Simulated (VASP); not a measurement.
Wanted: the native input for a VASP 6.6.1 run.

* Task: single point
* Functional: PBE
* Potentials or basis: VASP PAW PBE potentials, release 64 (Ba_sv, Y_sv)
* Cutoff: 520 eV
* k mesh: 6 × 6 × 6
* Occupations: fermi-dirac, width 0.05 eV
* Spin: no spin polarisation
* Further INCAR settings: ALGO = Normal; EDIFF = 1e-07; NBANDS = 18

The structure of BaY lies in POSCAR:

```
BaY
1.0
    4.4203700000      0.0000000000      0.0000000000
    0.0000000000      4.4203700000      0.0000000000
    0.0000000000      0.0000000000      4.4203700000
Ba Y
1 1
Direct
    0.0000000000      0.0000000000      0.0000000000
    0.5000000000      0.5000000000      0.5000000000
```

The cell was built by a generator and needn't be a form met in nature.

These files were run (other wordings do the same):

INCAR

```
SYSTEM = BaY
  PREC = Accurate
  ENCUT = 520
  EDIFF = 1E-7
  ISMEAR = -1
  SIGMA = 0.05
  LREAL = .FALSE.
  LASPH = .TRUE.
  NELM = 80
  ALGO = Normal
  ISIF = 2
  LWAVE = .FALSE.
  LCHARG = .FALSE.
  GGA = PE
  NBANDS = 18
```

KPOINTS

```
regular mesh
0
G
  6 6 6
  0 0 0
```

Potentials or basis: VASP PAW PBE potentials, release 64 (Ba_sv, Y_sv).

The run is started by

```sh
$ cat potpaw_PBE.64/Ba_sv/POTCAR potpaw_PBE.64/Y_sv/POTCAR > POTCAR
$ mpirun -np 1 vasp_std > vasp.out
```

It gave:

The pressure is 0.0 GPa. The band gap on the k mesh is none (metal or under the smearing width).

Run time: 34 s on 1 thread of Intel(R) Xeon(R) 6975P-C (Granite Rapids), with other jobs on the host, peak memory 0.22 GiB.
